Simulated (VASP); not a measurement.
Runs of VASP 6.6.1 on Te2Mo. It takes space group P6_3/mmc (No. 194, hexagonal). The conventional cell has a = 3.518 Å, b = 3.518 Å, c = 13.974 Å, α = 90.00°, β = 90.00°, γ = 120.00°. Te (site symmetry 3m) has 3 Mo at 2.72 Å as nearest neighbours. Around Mo (site symmetry -6m2) lie 6 Te at 2.72 Å. 

| level | potentials or basis | gap on the mesh (eV) | pressure (GPa) |
| --- | --- | --- | --- |
| optB88-vdW | VASP PAW PBE potentials, release 64 (Te, Mo_sv) | (a) | 2.3 |
| rev-vdW-DF2 | VASP PAW PBE potentials, release 64 (Te, Mo_sv) | 0.67 | 0.7 |
| PBE+D3(BJ) | VASP PAW PBE potentials, release 64 (Te, Mo_sv) | 0.70 | -1.3 |
| LDA | VASP PAW LDA potentials, release 64 (Te, Mo_sv) | 0.68 | -1.8 |

Alike in all rows: task relaxation of the atoms; no spin polarisation; cell atoms relaxed; k mesh 10 × 10 × 3; cutoff (eV) 520; smearing gaussian 0.05 eV.

Fill in the values left out.

(a) 0.69.

Caveats: spin-orbit coupling is left out, which moves the levels of the heavy elements; an odd mesh through Γ misses points on the zone boundary, where band edges often lie; the PAW data sets were made with another functional, which shifts forces and pressure a little (some runs).

A k mesh can miss the band edges, and the runs leave out spin-orbit coupling on Mo, Te.

Not every run made on this cell is shown here.
